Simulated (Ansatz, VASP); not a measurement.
Mg2ZnS3 in VASP and in Ansatz

File INCAR:

```
SYSTEM = Mg2ZnS3
PREC = Accurate ; ENCUT = 520
EDIFF = 1E-7 ; ISMEAR = 0
SIGMA = 0.1 ; LREAL = .False.
LASPH = .True. ; NELM = 100
ALGO = Normal ; ISIF = 2
LWAVE = .False. ; LCHARG = .False.
GGA = PE ; NBANDS = 26
```

KPOINTS

```
regular mesh
0
Gamma
  6 6 4
  0 0 0
```

The input POSCAR:

```
Mg2ZnS3
1.0
    5.6751407300      0.0000000000      0.0000000000
   -2.8375703700      4.9148160500      0.0000000000
    0.0000000000      0.0000000000      4.0591275200
Mg Zn S
2 1 3
Direct
    0.3333333300      0.6666666700      0.0000000000
    0.6666666700      0.3333333300      0.0000000000
    0.0000000000      0.0000000000      0.0000000000
    0.5000000000      0.0000000000      0.5000000000
    0.0000000000      0.5000000000      0.5000000000
    0.5000000000      0.5000000000      0.5000000000
```

Input for Ansatz:

```yaml
crystal:
  lattice:
    - [5.67514073, 0.0, 0.0]
    - [-2.83757037, 4.91481605, 0.0]
    - [0.0, 0.0, 4.05912752]
  atoms:
    - { symbol: Mg, position: [0.33333333, 0.66666667, 0.0] }
    - { symbol: Mg, position: [0.66666667, 0.33333333, 0.0] }
    - { symbol: Zn, position: [0.0, 0.0, 0.0] }
    - { symbol: S, position: [0.5, 0.0, 0.5] }
    - { symbol: S, position: [0.0, 0.5, 0.5] }
    - { symbol: S, position: [0.5, 0.5, 0.5] }
basis:
  ecutwfc: 420
kpoints:
  mp_grid: { grid: [6, 6, 4] }
hamiltonian:
  xc: pbe
scf:
  occupations: { method: gaussian, width: 0.1 }
  lower_state_search: "off"
output:
  forces: true
  stress: true
  eigenvalues: true
```

Change from the starting cell: species swapped into the NdGa2Pt3 type (P6/mmm, No. 191).

Alike in both runs: task single point; functional PBE; k mesh 6 × 6 × 4; occupations gaussian, width 0.1 eV; no spin polarisation.

|  | VASP | Ansatz |
| --- | --- | --- |
| version | VASP 6.6.1 | Ansatz 0.2.0 |
| potentials or method | VASP PAW PBE potentials, release 64 (Mg, Zn, S) | scalar-relativistic, plane waves, PAW |
| plane-wave cutoff (eV) | 520 | 420 |
| valence electrons in the cell | 34 | 50 |

|  | VASP | Ansatz | Ansatz less VASP |
| --- | --- | --- | --- |
| gap on the k mesh at the Fermi level (eV) | none | none | - |
| pressure (GPa) | 3.9 | 4.1 | +0.19 |
| largest component of the traceless stress (GPa) | 8.17 | 8.16 | -0.011 |

A gap of «none» marks a metal or a gap that the smearing closes. The two sets of potentials don't hold the same shells in valence.

Caveats: the k mesh is coarse (spacing up to 0.39 Å⁻¹), so the values aren't converged.
